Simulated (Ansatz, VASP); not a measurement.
# Cross-check of Ge (amorphous Ge) between VASP and Ansatz

One calculation is typed for both programs; each brings its own data sets. How far apart do they land? Of the first pair: The structure shown is the start of the Ansatz relaxation below; VASP solves that cell, so the two are compared at the walk's first step.

Program: Ansatz 0.2.0. Level of theory: plane waves, with VASP 6.6.1 beside it; single point at PBE. Results are calculated unless marked as measured.

**1. The structure**

The cell holds 83 atoms: 83 Ge. Cell: a = 12.150 Å, b = 12.333 Å, c = 12.310 Å, α = 90.8°, β = 91.1°, γ = 91.0°. As first built, before any earlier steps moved the atoms (in the runner's words): 83 atoms (83 Ge) placed at random at 5.32 g/cm^3, melted at 3500 K for 10 ps at fixed volume with the Tersoff potential (Tersoff, Phys. Rev. B 39, 5566 (1989)). Quenched from 3500 K to 300 K at 20 K/ps and fixed volume, annealed at 1000 K for 20 ps, held 5 ps.

**2. Ansatz: relaxation, PBE**

Ansatz runs on its PAW soft_1 files.

The two programs are compared at the cell with which this relaxation starts, whose forces are those of its first step.

input.yaml reads:

```yaml
crystal:
  lattice:
    - [12.14945, -0.10253, -0.12197]
    - [-0.10253, 12.33194, -0.08832]
    - [-0.12197, -0.08832, 12.30902]
  atoms:
    - { symbol: Ge, position: [0.49532, 0.85831, 0.88248] }
    - { symbol: Ge, position: [0.59629, 0.5097, 0.95148] }
    - { symbol: Ge, position: [0.48559, 0.91606, 0.68155] }
    - { symbol: Ge, position: [0.91222, 0.86662, 0.09839] }
    - { symbol: Ge, position: [0.59815, 0.36567, 0.6081] }
    - { symbol: Ge, position: [0.71113, 0.89223, 0.74594] }
    - { symbol: Ge, position: [0.37529, 0.97085, 0.16289] }
    - { symbol: Ge, position: [0.22301, 0.08125, 0.50318] }
    - { symbol: Ge, position: [0.09446, 0.66961, 0.29663] }
    - { symbol: Ge, position: [0.36787, 0.31488, 0.10399] }
    - { symbol: Ge, position: [0.70394, 0.17852, 0.58767] }
    - { symbol: Ge, position: [0.07188, 0.73815, 0.10886] }
    - { symbol: Ge, position: [0.88448, 0.65635, 0.86102] }
    - { symbol: Ge, position: [0.94679, 0.48145, 0.64859] }
    - { symbol: Ge, position: [0.24271, 0.27702, 0.50624] }
    - { symbol: Ge, position: [0.55795, 0.28686, 0.16244] }
    - { symbol: Ge, position: [0.28727, 0.12887, 0.07433] }
    - { symbol: Ge, position: [0.83154, 0.18556, 0.03978] }
    - { symbol: Ge, position: [0.16819, 0.86416, 0.7781] }
    - { symbol: Ge, position: [0.4053, 0.49425, 0.00322] }
    - { symbol: Ge, position: [0.48269, 0.17696, 0.59229] }
    - { symbol: Ge, position: [0.85875, 0.15138, 0.46316] }
    - { symbol: Ge, position: [0.40381, 0.76568, 0.57438] }
    - { symbol: Ge, position: [0.7579, 0.27221, 0.34087] }
    - { symbol: Ge, position: [0.73506, 0.10588, 0.76709] }
    - { symbol: Ge, position: [0.38622, 0.8274, 0.38533] }
    - { symbol: Ge, position: [0.40375, 0.03053, 0.38072] }
    - { symbol: Ge, position: [0.27529, 0.58368, 0.88277] }
    - { symbol: Ge, position: [0.85108, 0.5046, 0.14501] }
    - { symbol: Ge, position: [0.36786, 0.64001, 0.14467] }
    - { symbol: Ge, position: [0.58576, 0.54959, 0.31148] }
    - { symbol: Ge, position: [0.28995, 0.00553, 0.68178] }
    - { symbol: Ge, position: [0.10308, 0.99893, 0.35923] }
    - { symbol: Ge, position: [0.84204, 0.56989, 0.48169] }
    - { symbol: Ge, position: [0.83177, 0.26136, 0.85881] }
    - { symbol: Ge, position: [0.13701, 0.31422, 0.84425] }
    - { symbol: Ge, position: [0.8135, 0.82452, 0.27123] }
    - { symbol: Ge, position: [0.64863, 0.83837, 0.39814] }
    - { symbol: Ge, position: [0.2038, 0.78844, 0.58295] }
    - { symbol: Ge, position: [0.04428, 0.52312, 0.44404] }
    - { symbol: Ge, position: [0.97529, 0.29781, 0.7285] }
    - { symbol: Ge, position: [0.64606, 0.47308, 0.13682] }
    - { symbol: Ge, position: [0.65523, 0.80434, 0.12688] }
    - { symbol: Ge, position: [0.62296, 0.70838, 0.93203] }
    - { symbol: Ge, position: [0.88616, 0.6322, 0.29861] }
    - { symbol: Ge, position: [0.69536, 0.43728, 0.44152] }
    - { symbol: Ge, position: [0.06482, 0.28318, 0.24785] }
    - { symbol: Ge, position: [0.62852, 0.1467, 0.04314] }
    - { symbol: Ge, position: [0.92228, 0.02424, 0.72442] }
    - { symbol: Ge, position: [0.91101, 0.95501, 0.41605] }
    - { symbol: Ge, position: [0.5144, 0.73794, 0.25591] }
    - { symbol: Ge, position: [0.56162, 0.18447, 0.33309] }
    - { symbol: Ge, position: [0.87875, 0.31378, 0.18746] }
    - { symbol: Ge, position: [0.01108, 0.73524, 0.72051] }
    - { symbol: Ge, position: [0.9766, 0.04612, 0.05429] }
    - { symbol: Ge, position: [0.25977, 0.55218, 0.28705] }
    - { symbol: Ge, position: [0.77581, 0.53447, 0.74104] }
    - { symbol: Ge, position: [0.98227, 0.57825, 0.01304] }
    - { symbol: Ge, position: [0.27549, 0.33001, 0.69811] }
    - { symbol: Ge, position: [0.4227, 0.49985, 0.41255] }
    - { symbol: Ge, position: [0.43493, 0.3015, 0.44158] }
    - { symbol: Ge, position: [0.57733, 0.19243, 0.85472] }
    - { symbol: Ge, position: [0.63643, 0.67101, 0.70468] }
    - { symbol: Ge, position: [0.14168, 0.46639, 0.97916] }
    - { symbol: Ge, position: [0.21051, 0.13694, 0.88783] }
    - { symbol: Ge, position: [0.46937, 0.58135, 0.59956] }
    - { symbol: Ge, position: [0.267, 0.80333, 0.08741] }
    - { symbol: Ge, position: [0.58473, 0.01013, 0.51765] }
    - { symbol: Ge, position: [0.30365, 0.78076, 0.89676] }
    - { symbol: Ge, position: [0.05762, 0.00741, 0.87428] }
    - { symbol: Ge, position: [0.18, 0.82336, 0.38834] }
    - { symbol: Ge, position: [0.01984, 0.15092, 0.59809] }
    - { symbol: Ge, position: [0.05195, 0.31889, 0.44483] }
    - { symbol: Ge, position: [0.54627, 0.95969, 0.05642] }
    - { symbol: Ge, position: [0.20186, 0.40286, 0.16692] }
    - { symbol: Ge, position: [0.3048, 0.52308, 0.698] }
    - { symbol: Ge, position: [0.74205, 0.73477, 0.5467] }
    - { symbol: Ge, position: [0.38629, 0.18081, 0.77645] }
    - { symbol: Ge, position: [0.12672, 0.595, 0.61858] }
    - { symbol: Ge, position: [0.67167, 0.3757, 0.81665] }
    - { symbol: Ge, position: [0.12071, 0.10502, 0.18764] }
    - { symbol: Ge, position: [0.79787, 0.82299, 0.92681] }
    - { symbol: Ge, position: [0.89868, 0.85978, 0.60098] }
kpoints:
  mp_grid: { grid: [1, 1, 1] }
hamiltonian:
  xc: pbe
  pseudopotentials: { kind: paw, azcp: { folder: soft_1 } }
scf:
  occupations: { method: gaussian, width: 0.05 }
output:
  forces: true
  eigenvalues: true
  stress: true
relax:
  f_tol: 0.05
  max_steps: 70
```

Run with:

```
$ ansatz run input.yaml --threads 4 --pin off --max-ram 15872MiB --backend cpu --events-out ev --progress --plain --runs-dir out
```

Numbers of over 12 decimals in the logs are rounded to 6 here.

Log:

```text
Warning: output.stress: scf.convergence.dr2_threshold = 1e-7 eV (the SCF's general default) is looser than the 8.3e-9 eV advised for a printed stress (1e-10 eV for each atom of the cell: 83). What an SCF threshold leaves in a stress goes as its square root, and in the free energy as the threshold itself, and one threshold admits the most on a small cell: [figures from the program's tests cut] Every solve of this run  [...]
Engine: ansatz 0.2.0, aarch64-unknown-linux-gnu
Pseudopotentials: kind: paw
Pseudopotential: Ge, paw, valence charge 14, recommended cutoff 420 eV (normal), soft_1/Ge.paw.azcp
Functional definition: PBE
  parameter kappa = 0.804
  parameter beta = 0.066725
  exchange = pbe_x(kappa = kappa, mu = beta*pi^2/3)
  correlation = pbe_c(beta = beta)
Crystal: 83 atoms, lattice volume = 1843.805 Å³
Basis set: ecut = 420 eV, 36077 PW (Γ), exchange–correlation on 180×180×180 points (8 copies of the dense FFT grid, shifted against one another)
Bands: 698, of which v1, the nominal top of the filled ones, is band 581 counted from 1 (580 counted from 0)
Symmetry: 1 space group operations
Space group: P1 (ITA 1), of the structure as read, at distance tolerance 1.2e-4 Å
k-points: 1
Non-local potential: Ge, projectors of the file, l = 0: 2, l = 1: 2, l = 2: 3, l = 3: 1
PAW form: soft (Blöchl's): semilocal exchange-correlation on the pseudo side does not see the compensation charge
PAW one-centre angular grid: Ge, 590 points (default); XC on 64 Gauss nodes
Initial density: superposition of atomic densities (chi_scale 0.1, normalization cell)
Initial wavefunctions: pseudopotential atomic-orbital guess
Functional: x = pbe(κ = 0.804, μ = 0.219515), c = pbe(β = 0.066725)
SCF iter   1: F=—  HF=-356466.990307 eV  |F-HF|=—  |Δ(HF+E_count)|=         —  Δρ=3.00e-2  dr2=1.59e1  ethr=3.10e-3  ⟨swp⟩=6.0  Hψ=2501  notcnv=0
preconditioner: auto → Resta (q_TF=auto, 2.526 Å⁻¹)  ε∞=2.8  [insulator: Δε(μ)=0.370 eV  Ē_g=22.107 eV  σ=0.050 eV  W_gap=1.00  n_scr=478 (ndim 8)  ℏωp=29.5 eV  f_vac=0.022  D(μ)=0.00/eV (n_scr^D=0)  ε∞_Penn≈2.8]
SCF iter   2: F=—  HF=-356465.642127 eV  |F-HF|=—  |Δ(HF+E_count)|=    1.35e0  Δρ=1.75e-2  dr2=5.28e0  ethr=1.36e-3  ⟨swp⟩=2.0  Hψ=810  notcnv=0  defer=110
SCF iter   3: F=—  HF=-356466.461041 eV  |F-HF|=—  |Δ(HF+E_count)|=   8.19e-1  Δρ=6.81e-3  dr2=1.36e1  ethr=4.54e-4  ⟨swp⟩=4.0  Hψ=783  notcnv=0  defer=110  recentre
SCF iter   4: F=—  HF=-356465.213906 eV  |F-HF|=—  |Δ(HF+E_count)|=    1.25e0  Δρ=1.99e-3  dr2=5.43e-1  ethr=4.54e-4  ⟨swp⟩=2.0  Hψ=810  notcnv=0  defer=110
SCF iter   5: F=—  HF=-356465.187195 eV  |F-HF|=—  |Δ(HF+E_count)|=   2.67e-2  Δρ=1.03e-3  dr2=5.33e-2  ethr=4.68e-5  ⟨swp⟩=2.0  Hψ=689  notcnv=0  defer=110
SCF iter   6: F=—  HF=-356465.202368 eV  |F-HF|=—  |Δ(HF+E_count)|=   1.52e-2  Δρ=5.74e-4  dr2=3.25e-2  ethr=4.58e-6  ⟨swp⟩=2.0  Hψ=780  notcnv=0  defer=110
SCF iter   7: F=—  HF=-356465.205933 eV  |F-HF|=—  |Δ(HF+E_count)|=   3.56e-3  Δρ=3.12e-4  dr2=7.40e-3  ethr=2.79e-6  ⟨swp⟩=2.0  Hψ=684  notcnv=0  defer=110
SCF iter   8: F=—  HF=-356465.207870 eV  |F-HF|=—  |Δ(HF+E_count)|=   1.94e-3  Δρ=1.40e-4  dr2=9.09e-4  ethr=6.37e-7  ⟨swp⟩=2.0  Hψ=695  notcnv=0  defer=110
SCF iter   9: F=—  HF=-356465.208550 eV  |F-HF|=—  |Δ(HF+E_count)|=   6.80e-4  Δρ=6.58e-5  dr2=5.58e-4  ethr=7.82e-8  ⟨swp⟩=2.0  Hψ=750  notcnv=0  defer=110
SCF iter  10: F=—  HF=-356465.208646 eV  |F-HF|=—  |Δ(HF+E_count)|=   9.63e-5  Δρ=3.54e-5  dr2=1.11e-4  ethr=4.80e-8  ⟨swp⟩=2.0  Hψ=689  notcnv=0  defer=110
SCF iter  11: F=-356465.208700 eV  HF=-356465.208683 eV  |F-HF|=1.70e-5  |Δ(HF+E_count)|=   3.74e-5  Δρ=1.90e-5  dr2=1.52e-5  ethr=5.38e-9  ⟨swp⟩=9.0  Hψ=3077  notcnv=0
SCF 1 converged in 11 iterations: F = -356465.208700 eV  dr2 = 1.52e-5
  greatest PAW one-centre occupation: 0.998 electrons in one spin orbital (limit 2), on the Ge atom at site 5 (counted from 0), in its partial waves of l = 2
[...]
--- Relaxed structure (16 steps of the walk, 16 accepted, 0 SCFs on fresh bases) ---
  F+E_penalty+E_count = -356465.76833068 eV   max|allowed force component| = 3.845e-2 eV/Å
  atoms:
    - { symbol: Ge, position: [0.493935, 0.865144, 0.879606] }
    - { symbol: Ge, position: [0.593102, 0.513862, 0.953565] }
    - { symbol: Ge, position: [0.477671, 0.919912, 0.681530] }
    - { symbol: Ge, position: [0.913151, 0.869490, 0.097222] }
    - { symbol: Ge, position: [0.584923, 0.374894, 0.611143] }
    - { symbol: Ge, position: [0.722460, 0.877683, 0.728620] }
    - { symbol: Ge, position: [0.367298, 0.976465, 0.150261] }
    - { symbol: Ge, position: [0.248895, 0.080536, 0.475794] }
    - { symbol: Ge, position: [0.086975, 0.680111, 0.288371] }
    - { symbol: Ge, position: [0.364428, 0.317593, 0.105540] }
    - { symbol: Ge, position: [0.701118, 0.197137, 0.600361] }
    - { symbol: Ge, position: [0.068797, 0.738712, 0.096476] }
    - { symbol: Ge, position: [0.873455, 0.653924, 0.860111] }
    - { symbol: Ge, position: [0.950268, 0.463752, 0.637698] }
    - { symbol: Ge, position: [0.241978, 0.276697, 0.509770] }
    - { symbol: Ge, position: [0.553037, 0.288511, 0.173867] }
    - { symbol: Ge, position: [0.284742, 0.134784, 0.061075] }
    - { symbol: Ge, position: [0.829916, 0.182020, 0.042060] }
    - { symbol: Ge, position: [0.158317, 0.849642, 0.776690] }
    - { symbol: Ge, position: [0.400730, 0.491345, -0.00130351] }
    - { symbol: Ge, position: [0.473859, 0.121639, 0.578130] }
    - { symbol: Ge, position: [0.862866, 0.165959, 0.478979] }
    - { symbol: Ge, position: [0.398481, 0.764293, 0.576825] }
    - { symbol: Ge, position: [0.754748, 0.273791, 0.349569] }
[...]
- { symbol: Ge, position: [0.300196, 0.520166, 0.695979] }
    - { symbol: Ge, position: [0.732745, 0.735756, 0.534131] }
    - { symbol: Ge, position: [0.409447, 0.184021, 0.769305] }
    - { symbol: Ge, position: [0.124448, 0.586974, 0.609289] }
    - { symbol: Ge, position: [0.662354, 0.380509, 0.819118] }
    - { symbol: Ge, position: [0.122868, 0.106965, 0.182037] }
    - { symbol: Ge, position: [0.793468, 0.829313, 0.927641] }
    - { symbol: Ge, position: [0.904258, 0.849400, 0.592435] }
```

In the SCF lines HF is the Harris–Foulkes energy and dr2 the Hartree energy of the density residual, in eV; the loop may stop once dr2 is under the threshold and the program's other checks hold. Hψ counts applications of the Hamiltonian.

**3. VASP: single point, PBE, start cell, pair 1**

The same cell, functional, mesh and smearing now go to VASP, with its own data sets.

Lines of VASP's logs that name or quote its potential files are left out, and so is its time.

INCAR reads:

```
SYSTEM = Ge
PREC = Accurate
ENCUT = 410
EDIFF = 1E-06
NELM = 120
ISMEAR = 0
SIGMA = 0.05
LREAL = Auto
ALGO = Normal
GGA = PE
NBANDS = 680
LORBIT = 11
LWAVE = .FALSE.
LCHARG = .FALSE.
ISIF = 2
LASPH = .TRUE.
GGA_COMPAT = .FALSE.
EFERMI = MIDGAP
NCORE = 2
```

POSCAR reads:

```
Ge
1.0
   12.1494500000     -0.1025300000     -0.1219700000
   -0.1025300000     12.3319400000     -0.0883200000
   -0.1219700000     -0.0883200000     12.3090200000
Ge
83
Direct
    0.4953177431      0.8583098235      0.8824764139
    0.5962912735      0.5096985689      0.9514767402
    0.4855900779      0.9160588033      0.6815517186
    0.9122186995      0.8666211256      0.0983915285
    0.5981474549      0.3656712339      0.6081030113
    0.7111320139      0.8922273487      0.7459438925
    0.3752934489      0.9708501103      0.1628903051
    0.2230063055      0.0812528981      0.5031819215
    0.0944598628      0.6696094527      0.2966329713
    0.3678658801      0.3148816348      0.1039870719
    0.7039398034      0.1785183719      0.5876687405
    0.0718764933      0.7381469592      0.1088599998
    0.8844774221      0.6563469344      0.8610229143
    0.9467895183      0.4814536691      0.6485895632
    0.2427063349      0.2770201157      0.5062360211
    0.5579532236      0.2868610884      0.1624409682
    0.2872705342      0.1288701216      0.0743292477
    0.8315418937      0.1855564545      0.0397766444
    0.1681892628      0.8641597471      0.7780990390
    0.4052996252      0.4942482214      0.0032160479
    0.4826873310      0.1769633113      0.5922894571
    0.8587477333      0.1513835984      0.4631572343
    0.4038094420      0.7656809866      0.5743818421
    0.7579014670      0.2722129145      0.3408706044
    0.7350635406      0.1058807711      0.7670884514
    0.3862176781      0.8273987377      0.3853339118
    0.4037521380      0.0305322240      0.3807161134
    0.2752894972      0.5836787752      0.8827695113
    0.8510775120      0.5045976995      0.1450133311
    0.3678575029      0.6400123602      0.1446738628
    0.5857582054      0.5495864798      0.3114776324
    0.2899492731      0.0055338724      0.6817808294
    0.1030775426      0.9989260357      0.3592322959
    0.8420367031      0.5698922404      0.4816903457
    0.8317698473      0.2613564157      0.8588119905
    0.1370094632      0.3142175151      0.8442477740
    0.8135034855      0.8245226076      0.2712275110
    0.6486318305      0.8383732221      0.3981436985
    0.2037986530      0.7884389619      0.5829539842
    0.0442814190      0.5231178409      0.4440404494
    0.9752860959      0.2978069524      0.7285029966
    0.6460615673      0.4730824483      0.1368169660
    0.6552267418      0.8043411142      0.1268791027
    0.6229590242      0.7083791087      0.9320275989
    0.8861587142      0.6321982803      0.2986119553
    0.6953636504      0.4372783489      0.4415163781
    0.0648230813      0.2831782031      0.2478521255
    0.6285224960      0.1466965116      0.0431404876
    0.9222839953      0.0242413424      0.7244225758
    0.9110093833      0.9550120492      0.4160495700
    0.5143997939      0.7379409476      0.2559112169
    0.5616172540      0.1844722723      0.3330885032
    0.8787506542      0.3137831598      0.1874637092
    0.0110840597      0.7352429554      0.7205113470
    0.9765998101      0.0461181212      0.0542926270
    0.2597670908      0.5521829106      0.2870539317
    0.7758115585      0.5344732689      0.7410362819
    0.9822731335      0.5782515920      0.0130375151
    0.2754926947      0.3300132284      0.6981098911
    0.4226996402      0.4998464095      0.4125513737
    0.4349309660      0.3015011045      0.4415767549
    0.5773332057      0.1924338900      0.8547238604
    0.6364278594      0.6710128384      0.7046774609
    0.1416810589      0.4663909955      0.9791577633
    0.2105139160      0.1369368326      0.8878262155
    0.4693738541      0.5813503819      0.5995598670
    0.2670019211      0.8033282394      0.0874087600
    0.5847324209      0.0101339957      0.5176541145
    0.3036540030      0.7807640306      0.8967565052
    0.0576236443      0.0074136126      0.8742761915
    0.1799986870      0.8233622102      0.3883391034
    0.0198382240      0.1509217253      0.5980938430
    0.0519489642      0.3188884768      0.4448283003
    0.5462698558      0.9596861610      0.0564210649
    0.2018580438      0.4028594636      0.1669183390
    0.3048011479      0.5230805917      0.6979983032
    0.7420514357      0.7347722097      0.5466969016
    0.3862926219      0.1808136419      0.7764538178
    0.1267179712      0.5950017051      0.6185794110
    0.6716705383      0.3756986512      0.8166535890
    0.1207095707      0.1050239429      0.1876427742
    0.7978734816      0.8229898690      0.9268083969
    0.8986788873      0.8597771237      0.6009777691
```

KPOINTS reads:

```
Automatic mesh
0
Gamma
1 1 1
0 0 0
```

PAW data sets: Ge_d (PBE family, release 64).

Run with:

```
$ mpirun -np 8 vasp_gam
```

Log:

```text
[banner, memory and clock lines left out]
running    8 mpi-ranks, on    1 nodes
[...]
LDA part: xc-table for (Slater+PW92), standard interpolation
 POSCAR, INCAR and KPOINTS ok, starting setup
[...]
entering main loop
       N       E                     dE             d eps       ncg     rms          rms(c)
DAV:   1     0.221227376116E+05    0.22123E+05   -0.40800E+05  1368   0.488E+03
DAV:   2     0.514353075693E+04   -0.16979E+05   -0.16347E+05  1360   0.108E+03
DAV:   3     0.665183200376E+03   -0.44783E+04   -0.42929E+04  1360   0.301E+02
DAV:   4    -0.263039691975E+03   -0.92822E+03   -0.85196E+03  1528   0.129E+02
[...]
DAV:  18    -0.355987428821E+03   -0.35245E-05   -0.35234E-05  1320   0.239E-02    0.251E-03
DAV:  19    -0.355987430195E+03   -0.13736E-05   -0.15457E-05  1184   0.170E-02    0.209E-03
DAV:  20    -0.355987430048E+03    0.14663E-06   -0.88691E-07   792   0.135E-02
   1 F= -.35598743E+03 E0= -.35598743E+03  d E =-.804923E-06
```

Parts of OUTCAR (step 3):

```text
  FREE ENERGIE OF THE ION-ELECTRON SYSTEM (eV)
  ---------------------------------------------------
  free  energy   TOTEN  =      -355.9874300482 eV

  energy  without entropy=     -355.9874292433  energy(sigma->0) =     -355.98742965
```

The run ends at a pressure of 3.48 GPa, with forces up to 0.28 eV/Å.

**4. Comparison**

Known differences besides the potentials themselves: the cutoff is 420 eV in Ansatz and 410 eV in VASP (PREC = Accurate, projectors in real space). Total energies have different zeros and are not compared.

Forces on 10 of the 83 atoms, those with the largest forces and the largest differences (eV/Å; atoms numbered as in POSCAR):

| atom | Ansatz x, y, z | VASP x, y, z |
| --- | --- | --- |
| Ge2 | 0.096, 0.034, -0.211 | 0.092, 0.035, -0.204 |
| Ge9 | -0.096, -0.048, -0.016 | -0.092, -0.041, -0.016 |
| Ge25 | -0.029, -0.201, 0.102 | -0.032, -0.194, 0.100 |
| Ge35 | 0.164, 0.171, 0.099 | 0.164, 0.171, 0.099 |
| Ge62 | -0.234, -0.032, -0.047 | -0.236, -0.034, -0.045 |
| Ge63 | -0.220, 0.124, 0.087 | -0.217, 0.121, 0.086 |
| Ge66 | 0.224, -0.174, 0.019 | 0.218, -0.170, 0.019 |
| Ge67 | -0.115, 0.194, 0.099 | -0.115, 0.191, 0.092 |
| Ge68 | 0.173, -0.186, -0.056 | 0.174, -0.188, -0.056 |
| Ge82 | 0.054, 0.234, 0.048 | 0.057, 0.230, 0.047 |

The forces differ by 2.5 meV/Å r.m.s., which is 2.9 % of the r.m.s. force of 0.087 eV/Å (both taken over all components).

**5. Ansatz: relaxation, PBE**

This run makes the geometry at which the two programs are then compared.

The structure compared here is the end of the Ansatz relaxation.

input.yaml is that of step 2.

Run with:

```
$ ansatz run input.yaml --threads 4 --pin off --max-ram 15872MiB --backend cpu --events-out ev --progress --plain --runs-dir out
```

Log:

```text
[...]
Crystal: 83 atoms, lattice volume = 1843.805 Å³
Basis set: ecut = 420 eV, 36077 PW (Γ), exchange–correlation on 180×180×180 points (8 copies of the dense FFT grid, shifted against one another)
Bands: 698, of which v1, the nominal top of the filled ones, is band 581 counted from 1 (580 counted from 0)
Symmetry: 1 space group operations
[...]
k-points: 1
[...]
- { symbol: Ge, position: [0.477671, 0.919912, 0.681530] }
    - { symbol: Ge, position: [0.913151, 0.869490, 0.097222] }
    - { symbol: Ge, position: [0.584923, 0.374894, 0.611143] }
    - { symbol: Ge, position: [0.722460, 0.877683, 0.728620] }
    - { symbol: Ge, position: [0.367298, 0.976465, 0.150261] }
    - { symbol: Ge, position: [0.248895, 0.080536, 0.475794] }
[...]
- { symbol: Ge, position: [0.662354, 0.380509, 0.819118] }
    - { symbol: Ge, position: [0.122868, 0.106965, 0.182037] }
    - { symbol: Ge, position: [0.793468, 0.829313, 0.927641] }
    - { symbol: Ge, position: [0.904258, 0.849400, 0.592435] }
```

(Continued in part 2 of 2.)

[Lines on the potential files, build, host, timing and source positions are cut from VASP's logs without a mark.]

[Logs are printed without paths, hosts, clocks, repeated set-up lines and the standing remarks that a program may print on its own settings, such as how far it seeks lower states.]

[Hosts, paths, dates, database ids (printed as entryN), source tags and the programs' standing remarks are cut or masked in the printed files.]
